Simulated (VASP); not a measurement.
Consider the following.

```
AlTi
1.0
    2.79947     0.00000     0.00000
    0.00000     2.79947     0.00000
    0.00000     0.00000     4.02583
Ti Al
1 1
Direct
  0.00000   0.00000   0.00000
  0.50000   0.50000   0.50000
```

Method: AM05 GGA, VASP's PBE PAW potentials (set 64) (plane waves; VASP 6.6.1). Run with 520 eV cut-off, Gaussian smearing of 0.050 eV, potentials Ti_sv Al.

**Question.** Give the energies of bands 5 to 10 at the high-symmetry points, in eV from the Fermi level.

**Answer.** 
```json
[
 {"band": "5", "Γ": "-9.15", "X": "-4.64", "M": "-3.29", "Z": "-7.62", "R": "-4.96", "A": "-2.63"},
 {"band": "6", "Γ": "-1.95", "X": "-4.55", "M": "-0.50", "Z": "-5.34", "R": "-3.00", "A": "-2.33"},
 {"band": "7", "Γ": "-0.87", "X": "-1.75", "M": "-0.45", "Z": "-0.69", "R": "-1.21", "A": "-2.33"},
 {"band": "8", "Γ": "-0.30", "X": "-0.27", "M": "-0.45", "Z": "0.64", "R": "-1.14", "A": "1.99"},
 {"band": "9", "Γ": "2.21", "X": "1.75", "M": "-0.24", "Z": "1.84", "R": "1.40", "A": "2.18"},
 {"band": "10", "Γ": "2.21", "X": "2.59", "M": "-0.24", "Z": "1.84", "R": "1.80", "A": "2.64"}
]
```

It has no gap at this level: it comes out as a metal or semimetal.

The compound is TiAl in the L1_0 structure. It was relaxed first. The electron count is odd and the run is not spin-polarised, which forces a metal.
